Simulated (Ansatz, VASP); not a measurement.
MgCd5O6 in VASP and in Ansatz

```xyz
12
Lattice="3.3035 0.0000 0.0000 -1.6517 2.8609 0.0000 0.0000 0.0000 16.3960" Properties=species:S:1:pos:R:3 pbc="T T T"
Mg    0.0000    0.0000    8.1980
Cd    1.6517    0.9536   10.7771
Cd    0.0000    1.9073    5.6189
Cd    1.6517    0.9536    2.8099
Cd    0.0000    0.0000    0.0000
Cd    0.0000    1.9073   13.5861
O     0.0000    1.9073    9.3319
O     1.6517    0.9536    7.0641
O     0.0000    0.0000    4.2152
O     0.0000    1.9073    1.4045
O     1.6517    0.9536   14.9915
O     0.0000    0.0000   12.1809
```

Alike in both runs: functional PBE; k mesh 6 × 6 × 1; occupations gaussian, width 0.1 eV; no spin polarisation.

Ansatz relaxed the structure, and its values are those at the end. VASP's run is a single point on that final structure, the one shown.

|  | VASP | Ansatz |
| --- | --- | --- |
| version | VASP 6.6.1 | Ansatz 0.2.0 |
| potentials or method | VASP PAW PBE potentials, release 64 (Mg, Cd, O) | scalar-relativistic, plane waves, PAW |
| plane-wave cutoff (eV) | 520 | 420 |
| valence electrons in the cell | 98 | 146 |

|  | VASP | Ansatz | Ansatz less VASP |
| --- | --- | --- | --- |
| gap on the k mesh at the Fermi level (eV) | none | none | - |
| pressure (GPa) | 1.0 | 0.0 | -1.03 |
| rms of the force components (eV/Å) | 0.021 | 0.001 | -0.0204 |

A gap of «none» marks a metal or a gap that the smearing closes. The two sets of potentials don't hold the same shells in valence.

Caveats: the k mesh is coarse (spacing up to 0.38 Å⁻¹), so the values aren't converged.
